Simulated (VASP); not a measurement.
Sn3TeS2:

```
Sn Te S
1.0
     3.15545    1.82180    4.97936
    -3.15545    1.82180    4.97936
     0.00000   -3.64360    4.97936
Sn Te S
3 1 2
Direct
  0.00000 0.50000 0.00000
  0.50000 0.00000 0.00000
  0.00000 0.00000 0.50000
  0.00000 0.00000 0.00000
  0.62639 0.62639 0.62639
  0.37361 0.37361 0.37361
```

The cell was built by a generator and needn't be a form met in nature.

| Property | Result |
| --- | --- |
| Program | VASP 6.6.1 |
| Task | relaxation of cell and atoms |
| Functional | PBE |
| Potentials or basis | VASP PAW PBE potentials, release 64 (Sn_d, Te, S) |
| Cutoff | 520 eV |
| k mesh | 3 × 3 × 3 |
| Occupations | gaussian, width 0.15 eV |
| Spin | no spin polarisation |

At the start: pressure -2.0 GPa; volume 28.62 Å³/atom.

Task: Where does the relaxation end?

Result: Over 22 steps the energy falls by 366.8 meV/atom and the volume is 36.97 Å³/atom (+29.2 %); space group R-3m (No. 166, to 0.05 Å).

Step by step:
```csv
step,energy change (eV),largest force (eV/Å),pressure (GPa),volume (Å³)
1,0.0000,0.3993,-2.05,171.75
2,-0.2973,0.1667,0.25,162.65
3,-0.3641,0.0279,1.94,158.20
4,-0.2854,0.3694,6.12,149.28
5,-0.3764,0.0436,2.64,156.09
6,-0.5955,0.4791,2.39,160.04
7,-0.6277,0.8197,3.06,169.16
8,-0.7045,0.7811,2.61,166.79
9,-0.8287,0.9328,-1.18,184.44
10,-0.8332,0.9068,-0.95,181.56
11,-0.9724,1.0066,-0.70,183.67
12,-1.4456,1.1223,-0.47,189.96
13,-1.9380,0.0752,1.64,202.31
14,-1.9497,0.1977,1.15,200.32
15,-2.0679,0.1258,0.35,210.63
16,-2.1257,0.0678,-0.35,223.02
17,-2.1290,0.0612,-0.48,226.41
18,-2.1766,0.0346,-0.06,223.03
19,-2.1925,0.1331,0.32,220.14
20,-2.1930,0.1685,0.39,219.31
21,-2.1994,0.0098,-0.19,222.90
22,-2.2008,0.0313,0.00,221.82
```

Final structure:
```yaml
crystal:
  lattice:
    - [3.84369, 2.21916, 4.33422]
    - [-3.84369, 2.21916, 4.33422]
    - [0.00000, -4.43831, 4.33422]
  atoms:
    - { symbol: Sn, position: [0.00000, 0.50000, 0.00000] }
    - { symbol: Sn, position: [0.50000, 0.00000, 0.00000] }
    - { symbol: Sn, position: [0.00000, 0.00000, 0.50000] }
    - { symbol: Te, position: [0.00000, 0.00000, 0.00000] }
    - { symbol: S, position: [0.70605, 0.70605, 0.70605] }
    - { symbol: S, position: [0.29395, 0.29395, 0.29395] }
```

Caveat: the volume moved by over 15 % at a fixed basis, so the end points are rough; the relaxation stopped at a loose force limit of 0.08 eV/Å, so its end isn't a converged minimum.
